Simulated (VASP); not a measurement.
Input:

```yaml
crystal:
  lattice:
    - [4.65266, 0.00000, 0.00000]
    - [0.00000, 4.65266, 0.00000]
    - [0.00000, 0.00000, 4.65266]
  atoms:
    - { symbol: Ag, position: [0.75000, 0.25000, 0.75000] }
    - { symbol: Ag, position: [0.25000, 0.75000, 0.75000] }
    - { symbol: Ag, position: [0.75000, 0.75000, 0.25000] }
    - { symbol: Ag, position: [0.25000, 0.25000, 0.25000] }
    - { symbol: O, position: [0.00000, 0.00000, 0.00000] }
    - { symbol: O, position: [0.50000, 0.50000, 0.50000] }
```

Computed with PBE GGA with D3 dispersion (Becke-Johnson damping), VASP's PBE PAW potentials (set 64) (plane waves; VASP 6.6.1). Settings: 520 eV cut-off, 7×7×7 Γ-centred mesh, first-order Methfessel-Paxton smearing of 0.10 eV, potentials Ag O.

**Question.** What does the run give for the energy per atom (σ→0), pressure, band gap (on the k-mesh) with the smallest direct gap where there is one?

**Answer.** 
The band gap (on the k-mesh) is 0.11 eV, the smallest direct gap (on the k-mesh) comes out as 0.11 eV and the energy per atom (σ→0) comes out as -3.866 eV/atom. The pressure is 5.87 GPa.

Only differences to runs with the same potentials and settings are physical.

The compound is Ag2O in the cuprite structure. This cell is one point of a volume scan, at 0.94 of the reference volume.
